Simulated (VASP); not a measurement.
Data:

```
Cu2Te
1.0
    4.25101     0.00000     0.00000
   -2.12551     3.68149     0.00000
    0.00000     0.00000     8.59000
Cu Te
4 2
Direct
  0.66667   0.33333   0.14728
  0.33333   0.66667   0.85272
  0.33333   0.66667   0.14728
  0.66667   0.33333   0.85272
  0.00000   0.00000   0.26288
  0.00000   0.00000   0.73712
```

Method: r2SCAN meta-GGA, VASP's PBE PAW potentials (set 64) (plane waves; VASP). Settings: 400 eV cut-off, 9×9×4 Γ-centred mesh, tetrahedra with Blöchl corrections, potentials Cu Te.

For a metal the tetrahedron method with Blöchl corrections gives inexact stress and forces.

### Question
Which forces act on the atoms, in eV/Å?

### Answer

```
atom     Fx     Fy      Fz
----  -----  -----  ------
Cu1   0.000  0.000   0.038
Cu2   0.000  0.000  -0.038
Cu3   0.000  0.000   0.038
Cu4   0.000  0.000  -0.038
Te5   0.000  0.000  -0.065
Te6   0.000  0.000   0.065
```

### Question
Give the stress tensor in GPa (positive for a compressed cell).

### Answer

```
0.43  0.00  0.00
0.00  0.43  0.00
0.00  0.00  0.13
```
The pressure is its mean diagonal, 0.33 GPa.

The structure comes from a computed database's Cu2Te entry (P6/mmm); how it stands against other phases isn't given here. It was relaxed first.
